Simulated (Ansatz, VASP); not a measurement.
# WF2: VASP beside Ansatz

```
CELL_PARAMETERS angstrom
0.00000 2.76621 2.76621
2.76621 0.00000 2.76621
2.76621 2.76621 0.00000
ATOMIC_POSITIONS crystal
W 0.00000 0.00000 0.00000
F 0.25000 0.25000 0.25000
F 0.75000 0.75000 0.75000
```

Alike in both runs: task single point; functional PBE; k mesh 10 × 10 × 10; occupations gaussian, width 0.02 eV; no spin polarisation; Hubbard terms W d U = 6.2 eV.

```csv
,VASP,Ansatz
version,VASP 6.6.1,Ansatz 0.2.0
potentials or method,"VASP PAW PBE potentials, release 64 (W_sv, F)","scalar-relativistic, plane waves, PAW"
plane-wave cutoff (eV),520,420
valence electrons in the cell,28,28
```

|  | VASP | Ansatz | Ansatz less VASP |
| --- | --- | --- | --- |
| pressure (GPa) | -9.0 | -8.6 | +0.42 |

The programs project onto different local orbitals, so the same U acts differently.

Caveats: U without spin polarisation on a metal has little footing. Spin-orbit coupling is left out, which matters for the levels of W.
